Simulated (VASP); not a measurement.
OSZICAR of a VASP run on C31Si33:

OSZICAR:
```
       N       E                     dE             d eps       ncg     rms          rms(c)
DAV:   1    -0.547319066599E+03   -0.54732E+03   -0.98702E+00   322   0.786E+00    0.154E+01
DAV:   2    -0.547385922272E+03   -0.66856E-01   -0.27228E-01   355   0.118E+00    0.111E+01
DAV:   3    -0.547370013466E+03    0.15909E-01   -0.97249E-03   363   0.234E-01    0.652E+00
DAV:   4    -0.547364205316E+03    0.58082E-02   -0.28834E-03   364   0.115E-01    0.376E+00
DAV:   5    -0.547362381171E+03    0.18241E-02   -0.93376E-04   364   0.649E-02    0.214E+00
DAV:   6    -0.547361790790E+03    0.59038E-03   -0.24071E-04   364   0.358E-02    0.122E+00
DAV:   7    -0.547361600424E+03    0.19037E-03   -0.68402E-05   356   0.209E-02    0.696E-01
DAV:   8    -0.547361539499E+03    0.60925E-04   -0.19953E-05   195   0.123E-02    0.403E-01
DAV:   9    -0.547361521955E+03    0.17544E-04   -0.96643E-06   195   0.910E-03    0.227E-01
DAV:  10    -0.547361517799E+03    0.41558E-05   -0.24326E-06   195   0.457E-03
   1 F= -.54736152E+03 E0= -.54736152E+03  d E =-.754429E-12
```

Question: Which electronic solver shows in the log?

Answer: It is blocked Davidson (ALGO = Normal, or the opening steps of other solvers). The INCAR had ALGO = Normal.

Question: Can the final energy be trusted as converged?

Answer: The calculation finished and met its thresholds. It stopped with EDIFF = 1E-5, NELM = 50 (HSE06 screened hybrid, plane waves, VASP's PBE PAW potentials (set 64)).  The supercell is sampled at Γ alone, which is coarse: total energies, pressure and levels can be off, energies of defects by several tenths of an eV.

The cell is a supercell with a defect, built from SiC (zinc blende): Si_C. The cell's shape comes from a PBE relaxation. The run is not spin-polarised, so no state with unpaired spins was tried.
